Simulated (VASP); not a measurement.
The input files of a VASP run:

**KPOINTS**
```
Automatic
0
G
14 14 14
0 0 0
```

### POSCAR
```
Nb
1
   -1.6286763476     1.6286763476     1.6286763476
    1.6286763476    -1.6286763476     1.6286763476
    1.6286763476     1.6286763476    -1.6286763476
Nb
1
Direct
  0.0000000000   0.0000000000   0.0000000000
```

INCAR:
```
SYSTEM = Nb
PREC = Accurate
ENCUT = 480
EDIFF = 1E-7
NELM = 100
ALGO = Normal
LREAL = .FALSE.
LASPH = .TRUE.
ISMEAR = 1
SIGMA = 0.1
GGA = PS
LMAXMIX = 4
LWAVE = .FALSE.
LCHARG = .FALSE.
ISIF = 3
IBRION = 2
NSW = 40
EDIFFG = -0.01
PSTRESS = 20
```

POTCAR, in this order: Nb_sv (PBE.64 set). Program: vasp_std.

### Question
Translate this PBEsol calculation to Ansatz.

### Answer
One equivalent input (not run):
Ansatz 0.2 input:
```yaml
crystal:
  lattice:
    - [-1.6286763, 1.6286763, 1.6286763]
    - [1.6286763, -1.6286763, 1.6286763]
    - [1.6286763, 1.6286763, -1.6286763]
  atoms:
    - { symbol: Nb, position: [0.0000000, 0.0000000, 0.0000000] }
kpoints:
  mp_grid: { grid: [14, 14, 14] }
hamiltonian:
  xc: pbesol
  pseudopotentials: { kind: paw }
scf:
  occupations: { method: methfessel_paxton, width: 0.1 }
  max_iter: 100
relax:
  max_steps: 40
  f_tol: 0.01
  cell: { p_target: 2 }
output: { forces: true, stress: true, eigenvalues: true }
```
What does not carry over: each code has its own PAW files, so the cut-off isn't converted (ENCUT is set for VASP's; basis.ecutwfc is left out, and Ansatz then takes the one that its files recommend); Ansatz stops its SCF on the density residual and VASP on the energy change (EDIFF).

The compound is Nb in the bcc structure. It was relaxed first under an external pressure of 2 GPa.
